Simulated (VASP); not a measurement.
Input:

```
CELL_PARAMETERS angstrom
      3.38650     0.00000     0.00000
      0.00000     3.38650     0.00000
      0.00000     0.00000     3.38650
ATOMIC_POSITIONS crystal
  Ho 0.00000 0.00000 0.00000
  Rh 0.50000 0.50000 0.50000
```

These are PBEsol GGA, VASP's PBE PAW potentials (set 64) (plane waves; VASP) values and carry that method's errors. Numerical set-up: 300 eV cut-off, 10×10×10 Γ-centred mesh, Fermi-Dirac smearing of 0.050 eV, potentials Ho Rh_pv.

At this cut-off the stress carries a Pulay error, which pulls relaxed volumes low. The run has a spin-polarised start.

Question: Give the stress tensor in GPa (positive for a compressed cell).

Answer: 
```
-3.53   0.00   0.00
 0.00  -3.53   0.00
 0.00   0.00  -3.53
```
The pressure is its mean diagonal, -3.53 GPa.

The structure comes from a computed database's HoRh entry (Pm-3m); how it stands against other phases isn't given here. The cell was not relaxed at this level.
